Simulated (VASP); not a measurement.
Method: PBE GGA, VASP's PBE PAW potentials (set 64) (plane waves; VASP).

The input files of a VASP run:

**KPOINTS**
```
Automatic mesh
0
Gamma
6 6 3
0 0 0
```

**POSCAR**
```
MgI2
1
    2.1165000000    -3.6658850000     0.0000000000
    2.1165000000     3.6658850000     0.0000000000
    0.0000000000     0.0000000000     6.9972000000
Mg I
1 2
Direct
  0.0000000000   0.0000000000   0.0000000000
  0.3333330000   0.6666670000   0.2420000000
  0.6666670000   0.3333330000   0.7580000000
```

### INCAR
```
ALGO = Normal
EDIFF = 1E-6
ENCUT = 400
GGA = PE
ISIF = 2
ISMEAR = -1
LASPH = .TRUE.
LCHARG = .FALSE.
LMAXMIX = 4
LREAL = .FALSE.
LWAVE = .FALSE.
NELM = 100
PREC = Accurate
SIGMA = 0.5
SYSTEM = MgI2
```

POTCAR, in this order: Mg I (PBE.64 set). Program: vasp_std.

The resulting files:

### OSZICAR
```
       N       E                     dE             d eps       ncg     rms          rms(c)
DAV:   1     0.718018173932E+02    0.71802E+02   -0.50069E+03   408   0.833E+02
DAV:   2    -0.230308774139E+01   -0.74105E+02   -0.69455E+02   580   0.140E+02
DAV:   3    -0.781257105828E+01   -0.55095E+01   -0.54876E+01   516   0.456E+01
DAV:   4    -0.791563711604E+01   -0.10307E+00   -0.10303E+00   564   0.793E+00
DAV:   5    -0.791697114656E+01   -0.13340E-02   -0.13338E-02   508   0.878E-01    0.378E+00
DAV:   6    -0.777364268949E+01    0.14333E+00   -0.16464E-01   456   0.223E+00    0.265E+00
DAV:   7    -0.774674463330E+01    0.26898E-01   -0.13740E-01   452   0.207E+00    0.779E-01
DAV:   8    -0.774515736020E+01    0.15873E-02   -0.94222E-03   456   0.602E-01    0.249E-01
DAV:   9    -0.774530589252E+01   -0.14853E-03   -0.11534E-03   500   0.246E-01    0.950E-02
DAV:  10    -0.774529291978E+01    0.12973E-04   -0.30729E-05   500   0.466E-02    0.492E-02
DAV:  11    -0.774529678631E+01   -0.38665E-05   -0.15562E-05   468   0.297E-02    0.269E-02
DAV:  12    -0.774529765566E+01   -0.86935E-06   -0.14136E-06   384   0.863E-03
   1 F= -.77452977E+01 E0= -.76444285E+01  d E =-.201738E+00
```

File OUTCAR:
```
------------------------ aborting loop because EDIFF is reached ----------------------------------------
  FORCE on cell =-STRESS in cart. coord.  units (eV):
  Direction    XX          YY          ZZ          XY          YZ          ZX
  --------------------------------------------------------------------------------------
  Total       -0.2479439     -0.2479438     -0.0623346      0.0000000      0.0000000      0.0000000
  in kB       -3.6585804     -3.6585793     -0.9197899      0.0000000      0.0000000      0.0000000
  external PRESSURE =      -2.7456499 kB  Pullay stress =       0.0000000 kB
  volume of cell :      108.58
      direct lattice vectors                 reciprocal lattice vectors
     2.116500000 -3.665885000  0.000000000     0.236239074 -0.136392713  0.000000000
     2.116500000  3.665885000  0.000000000     0.236239074  0.136392713  0.000000000
     0.000000000  0.000000000  6.997200000     0.000000000  0.000000000  0.142914309
 POSITION                                       TOTAL-FORCE (eV/Angst)
 -----------------------------------------------------------------------------------
      0.00000      0.00000      0.00000         0.000000     -0.000000      0.000000
      2.11650      1.22196      1.69332         0.000000     -0.000000     -0.184103
      2.11650     -1.22196      5.30388        -0.000000      0.000000      0.184103
 -----------------------------------------------------------------------------------
    total drift:                               -0.000000     -0.000000      0.000000
  FREE ENERGIE OF THE ION-ELECTRON SYSTEM (eV)
  ---------------------------------------------------
  free  energy   TOTEN  =        -7.7452976557 eV

  energy  without entropy=       -7.5435592905  energy(sigma->0) =       -7.64442847
```
(Selected blocks of OUTCAR.)

### OUTCAR
```
 val. band max:        1.7882309963   @ k =   0.0000   0.0000   0.0000

 cond. band min:       5.2449487279   @ k =   0.5000   0.0000   0.3333


 Fermi energy:         3.7862738417

 k-point     1 :       0.0000    0.0000    0.0000
  band No.  band energies     occupation
      1     -10.0600      2.00000
      2      -9.4464      2.00000
      3      -1.4912      1.99995
      4       1.3649      1.98435
      5       1.3649      1.98435
      6       1.7038      1.96941
      7       1.7038      1.96941
      8       1.7882      1.96389
      9       5.2638      0.09900
     10       6.5396      0.00809
     11       8.4152      0.00019
     12       8.4152      0.00019

 k-point     2 :       0.1667    0.0000    0.0000
  band No.  band energies     occupation
      1      -9.9367      2.00000
      2      -9.3857      2.00000
      3      -1.3167      1.99993
      4       0.4653      1.99739
      5       0.9315      1.99339
      6       1.0826      1.99107
      7       1.6575      1.97208
      8       1.6987      1.96972
      9       6.0940      0.01960
     10       7.1574      0.00236
     11       7.8961      0.00054
     12       8.7442      0.00010

 k-point     3 :       0.3333   -0.0000    0.0000
  band No.  band energies     occupation
      1      -9.6460      2.00000
      2      -9.2805      2.00000
      3      -1.1844      1.99990
      4      -0.5870      1.99968
      5       0.0162      1.99894
      6       0.6791      1.99601
      7       1.3607      1.98448
      8       1.4707      1.98070
      9       5.7749      0.03678
     10       7.1916      0.00220
     11       7.7693      0.00069
     12       8.7998      0.00009

 k-point     4 :       0.5000    0.0000    0.0000
  band No.  band energies     occupation
      1      -9.4466      2.00000
      2      -9.2655      2.00000
      3      -1.5564      1.99995
      4      -0.8009      1.99979
      5       0.0980      1.99875
      6       0.5134      1.99713
...
```

Unless said otherwise, spin-orbit coupling is left out, though it shifts the bands of the heavy elements here.

The compound is MgI2 in the 1T layered structure. The cell was not relaxed at this level. The run is one of a series of settings (ISMEAR = -1, SIGMA = 0.5 against the base run), some of them coarse on purpose.
